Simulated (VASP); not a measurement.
The system is GaN.

```xyz
2
Lattice="0.0000 2.2535 2.2535 2.2535 0.0000 2.2535 2.2535 2.2535 0.0000" Properties=species:S:1:pos:R:3 pbc="T T T"
Ga    0.0000    0.0000    0.0000
N     3.3803    3.3803    3.3803
```

The cell is a database's computed one.

* Program: VASP 6.6.1
* Task: relaxation of cell and atoms
* Functional: PBE
* Potentials or basis: VASP PAW PBE potentials, release 64 (Ga_d, N)
* Cutoff: 600 eV
* k mesh: 10 × 10 × 10
* Occupations: gaussian, width 0.02 eV
* Spin: no spin polarisation

At the start: pressure 4.9 GPa; volume 11.44 Å³/atom.

Problem. Where does the relaxation end?

Solution. Over 3 steps the energy falls by 4.7 meV/atom and the volume is 11.76 Å³/atom (+2.8 %); space group F-43m (No. 216, to 0.05 Å).

The path:
| step | energy change (eV) | largest force (eV/Å) | pressure (GPa) | volume (Å³) |
| --- | --- | --- | --- | --- |
| 1 | 0.0000 | 0.0000 | 4.92 | 22.89 |
| 2 | -0.0029 | 0.0000 | -3.73 | 24.07 |
| 3 | -0.0095 | 0.0000 | -0.02 | 23.52 |

Final structure:
```xyz
2
Lattice="0.0000 2.2741 2.2741 2.2741 0.0000 2.2741 2.2741 2.2741 0.0000" Properties=species:S:1:pos:R:3 pbc="T T T"
Ga    0.0000    0.0000    0.0000
N     3.4112    3.4112    3.4112
```
